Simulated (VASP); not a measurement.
Method: PBEsol GGA, VASP's PBE PAW potentials (set 64) (plane waves; VASP).

A VASP calculation is set up with these files.

### POSCAR
```
Ti
1
    1.4448712376    -2.5025904492     0.0000000000
    1.4448712376     2.5025904492     0.0000000000
   -0.0000000000    -0.0000000000     4.5850019299
Ti
2
Direct
  0.3333330000   0.6666670000   0.2500000000
  0.6493644201   0.3160304201   0.7500000000
```

INCAR:
```
! general
SYSTEM  = Ti
PREC    = Accurate
ENCUT   = 480
LREAL   = .FALSE.
LASPH   = .TRUE.

! electronic loop
EDIFF   = 1E-7
NELM    = 100
ALGO    = Normal
LMAXMIX = 4

! smearing
ISMEAR  = 1
SIGMA   = 0.1

! functional
GGA     = PS

! ions
ISIF    = 2

! output
LWAVE   = .FALSE.
LCHARG  = .FALSE.
```

### KPOINTS
```
Regular mesh
0
gamma
 14 14 8
0 0 0
```

POTCAR, in this order: Ti_sv (PBE.64 set). Program: vasp_std.

What VASP printed:

OSZICAR:
```
       N       E                     dE             d eps       ncg     rms          rms(c)
DAV:   1     0.238421813358E+03    0.23842E+03   -0.13079E+04 16016   0.180E+03
DAV:   2     0.904014171032E+01   -0.22938E+03   -0.22806E+03 16464   0.481E+02
DAV:   3    -0.177786422644E+02   -0.26819E+02   -0.26658E+02 31432   0.134E+02
DAV:   4    -0.188246011662E+02   -0.10460E+01   -0.10458E+01 16528   0.279E+01
DAV:   5    -0.188807403512E+02   -0.56139E-01   -0.56138E-01 26384   0.447E+00    0.130E+01
DAV:   6    -0.166817134033E+02    0.21990E+01   -0.79205E+00 19008   0.334E+01    0.328E+00
DAV:   7    -0.166560540575E+02    0.25659E-01   -0.91948E-01 24120   0.818E+00    0.209E+00
DAV:   8    -0.166854394269E+02   -0.29385E-01   -0.23955E-01 18896   0.662E+00    0.753E-01
DAV:   9    -0.166757373443E+02    0.97021E-02   -0.56320E-02 19312   0.281E+00    0.733E-02
DAV:  10    -0.166760831056E+02   -0.34576E-03   -0.28175E-03 25200   0.420E-01    0.951E-02
DAV:  11    -0.166761268307E+02   -0.43725E-04   -0.21581E-04 19000   0.139E-01    0.313E-02
DAV:  12    -0.166761184056E+02    0.84251E-05   -0.41051E-05 21080   0.586E-02    0.603E-03
DAV:  13    -0.166761188700E+02   -0.46438E-06   -0.11257E-06 20872   0.105E-02    0.954E-04
DAV:  14    -0.166761191644E+02   -0.29445E-06   -0.18867E-07 14216   0.309E-03    0.593E-04
DAV:  15    -0.166761192049E+02   -0.40480E-07   -0.34537E-08 10160   0.176E-03
   1 F= -.16676119E+02 E0= -.16676732E+02  d E =0.183974E-02
```

**OUTCAR**
```
------------------------ aborting loop because EDIFF is reached ----------------------------------------
  FORCE on cell =-STRESS in cart. coord.  units (eV):
  Direction    XX          YY          ZZ          XY          YZ          ZX
  --------------------------------------------------------------------------------------
  Total        0.1488433      0.1379653      0.0932486      0.1174301      0.0000000      0.0000000
  in kB        7.1920296      6.6664106      4.5057246      5.6741578      0.0000000      0.0000000
  external PRESSURE =       6.1213883 kB  Pullay stress =       0.0000000 kB
  volume of cell :       33.16
      direct lattice vectors                 reciprocal lattice vectors
     1.444871238 -2.502590449  0.000000000     0.346051598 -0.199792979  0.000000000
     1.444871238  2.502590449  0.000000000     0.346051598  0.199792979  0.000000000
     0.000000000  0.000000000  4.585001930     0.000000000  0.000000000  0.218102416
 POSITION                                       TOTAL-FORCE (eV/Angst)
 -----------------------------------------------------------------------------------
      1.44487      0.83420      1.14625        -0.080233     -0.000008      0.000000
      1.39487     -0.83420      3.43875         0.080233      0.000008      0.000000
 -----------------------------------------------------------------------------------
    total drift:                                0.000017      0.000000      0.000000
  FREE ENERGIE OF THE ION-ELECTRON SYSTEM (eV)
  ---------------------------------------------------
  free  energy   TOTEN  =       -16.6761192049 eV

  energy  without entropy=      -16.6779589468  energy(sigma->0) =      -16.67673245
```
(Selected blocks of OUTCAR.)

OUTCAR:
```
 val. band max:        8.7036502548   @ k =  -0.2857  -0.4286   0.2500

 cond. band min:       8.7133728480   @ k =  -0.4286   0.2143   0.5000


 Fermi energy:         8.7103879261

 k-point     1 :       0.0000    0.0000    0.0000
  band No.  band energies     occupation
      1     -47.8484      2.00000
      2     -47.6806      2.00000
      3     -24.6002      2.00000
      4     -23.8516      2.00000
      5     -23.8335      2.00000
      6     -23.7671      2.00000
      7     -23.7314      2.00000
      8     -23.7217      2.00000
      9       2.3904      2.00000
     10       5.8949      2.00000
     11       9.4827     -0.00000
     12       9.5328     -0.00000
     13       9.5980     -0.00000
     14       9.6047     -0.00000
     15      10.0110     -0.00000
     16      10.0816     -0.00000

 k-point     2 :       0.0714    0.0000    0.0000
  band No.  band energies     occupation
      1     -47.8423      2.00000
      2     -47.6780      2.00000
      3     -24.5874      2.00000
      4     -23.8654      2.00000
      5     -23.8563      2.00000
      6     -23.7721      2.00000
      7     -23.7591      2.00000
      8     -23.7261      2.00000
      9       2.5407      2.00000
     10       6.0133      2.00000
     11       9.2347     -0.00000
     12       9.2857     -0.00000
     13       9.5939     -0.00000
     14       9.8355     -0.00000
     15       9.9368     -0.00000
     16      10.1709     -0.00000

 k-point     3 :       0.0000    0.0714    0.0000
  band No.  band energies     occupation
      1     -47.8421      2.00000
      2     -47.6782      2.00000
      3     -24.5866      2.00000
      4     -23.8781      2.00000
      5     -23.8438      2.00000
      6     -23.7730      2.00000
      7     -23.7516      2.00000
      8     -23.7336      2.00000
      9       2.5410      2.00000
     10       6.0164      2.00000
     11       9.2027     -0.00000
     12       9.3107     -0.00000
     13       9.6362     -0.00000
...
```

The compound is Ti in the hcp structure. This cell was strained or had an atom moved on purpose.
